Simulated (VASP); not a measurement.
Calculation: PBE GGA, VASP's PBE PAW potentials (set 64) (plane waves; VASP).

The input files of a VASP run:

POSCAR:
```
SnSe2
6.8784920
  0.2819632119  -0.4883746413   0.0000000000
  0.2819632119   0.4883746413   0.0000000000
  0.0000000000   0.0000000000   1.0000000554
Sn Se
1 2
Cartesian
  0.0000000000   0.0000000000   0.0000000000
  0.2819632119   0.1627918727   0.2317318915
  0.2819632119  -0.1627918727   0.7682681639
```

File KPOINTS:
```
k-points along high-symmetry lines
10
Line-mode
Reciprocal
  0.000000   0.000000   0.000000 ! GAMMA
  0.500000  -0.000000   0.000000 ! M

  0.500000  -0.000000   0.000000 ! M
  0.333333   0.333333   0.000000 ! K

  0.333333   0.333333   0.000000 ! K
  0.000000   0.000000   0.000000 ! GAMMA

  0.000000   0.000000   0.000000 ! GAMMA
  0.000000   0.000000   0.500000 ! A

  0.000000   0.000000   0.500000 ! A
  0.500000  -0.000000   0.500000 ! L

  0.500000  -0.000000   0.500000 ! L
  0.333333   0.333333   0.500000 ! H

  0.333333   0.333333   0.500000 ! H
  0.000000   0.000000   0.500000 ! A

  0.500000  -0.000000   0.500000 ! L
  0.500000  -0.000000   0.000000 ! M

  0.333333   0.333333   0.500000 ! H
  0.333333   0.333333   0.000000 ! K
```

**INCAR**
```
LMAXMIX=4   ! l cut-off of mixed one-centre charges
LREAL=.FALSE.
GGA=PE   ! PBE
LWAVE=.FALSE.
SIGMA=0.05   ! width (eV)
SYSTEM=SnSe2
EDIFF=1E-6   ! SCF stop (eV)
NELM=100   ! most electronic steps
LCHARG=.FALSE.
LASPH=.TRUE.
ISMEAR=0   ! Gaussian
PREC=Accurate
ENCUT=520   ! plane-wave cut-off (eV)
ICHARG=11   ! fixed density
ALGO=Normal   ! blocked Davidson
```

POTCAR, in this order: Sn_d Se (PBE.64 set). Program: vasp_std. Read from the step before: CHGCAR.

Output of the run:

### OSZICAR
```
       N       E                     dE             d eps       ncg     rms          rms(c)
DAV:   1     0.195477789675E+03    0.19548E+03   -0.12420E+04  3076   0.167E+03
DAV:   2     0.104538260670E+02   -0.18502E+03   -0.18187E+03  3351   0.382E+02
DAV:   3    -0.101097632769E+02   -0.20564E+02   -0.20050E+02  4054   0.120E+02
DAV:   4    -0.108026455253E+02   -0.69288E+00   -0.69202E+00  3698   0.225E+01
DAV:   5    -0.108198212338E+02   -0.17176E-01   -0.17173E-01  4609   0.371E+00
DAV:   6    -0.108200214757E+02   -0.20024E-03   -0.20024E-03  3949   0.325E-01
DAV:   7    -0.108200286761E+02   -0.72004E-05   -0.72004E-05  4742   0.573E-02
DAV:   8    -0.108200287803E+02   -0.10419E-06   -0.10420E-06  3287   0.554E-03
   1 F= -.10820029E+02 E0= -.10820029E+02  d E =-.361745E-14
```

File OUTCAR:
```
 val. band max:        2.6474902669   @ k =   0.1667   0.0000   0.0000

 cond. band min:       3.3422317870   @ k =   0.5000   0.0000   0.5000



 k-point     1 :       0.0000    0.0000    0.0000
  band No.  band energies     occupation
      1     -18.4693      2.00000
      2     -18.4693      2.00000
      3     -18.4392      2.00000
      4     -18.4295      2.00000
      5     -18.4295      2.00000
      6     -10.6869      2.00000
      7      -9.3480      2.00000
      8      -3.0619      2.00000
      9       2.1774      2.00000
     10       2.1774      2.00000
     11       2.2054      2.00000
     12       2.5173      2.00000
     13       2.5173      2.00000
     14       3.6929      0.00000
     15       5.7194      0.00000
     16       7.2243      0.00000
     17       7.2243      0.00000

 k-point     2 :       0.0556    0.0000    0.0000
  band No.  band energies     occupation
      1     -18.4703      2.00000
      2     -18.4683      2.00000
      3     -18.4385      2.00000
      4     -18.4302      2.00000
      5     -18.4294      2.00000
      6     -10.6589      2.00000
      7      -9.3294      2.00000
      8      -3.0632      2.00000
      9       1.8043      2.00000
     10       2.0496      2.00000
     11       2.1791      2.00000
     12       2.3961      2.00000
     13       2.5760      2.00000
     14       3.9728      0.00000
     15       5.9306      0.00000
     16       7.1030      0.00000
     17       7.2902      0.00000

 k-point     3 :       0.1111    0.0000    0.0000
  band No.  band energies     occupation
      1     -18.4733      2.00000
      2     -18.4655      2.00000
      3     -18.4365      2.00000
      4     -18.4319      2.00000
      5     -18.4292      2.00000
      6     -10.5759      2.00000
      7      -9.2756      2.00000
      8      -3.0739      2.00000
      9       1.1320      2.00000
     10       1.7947      2.00000
     11       1.8791      2.00000
     12       2.2795      2.00000
...
```

The density is held fixed in this step, so its total energy and stress have no physical meaning. Without a dispersion term in the relaxation, distances and binding between the weakly bound layers, chains or molecules are unreliable, and so is what depends on them. Unless said otherwise, spin-orbit coupling is left out, though it shifts the bands of the heavy elements here.

The compound is SnSe2 in the 1T layered structure. It was relaxed first, which changed the volume by +16 %.
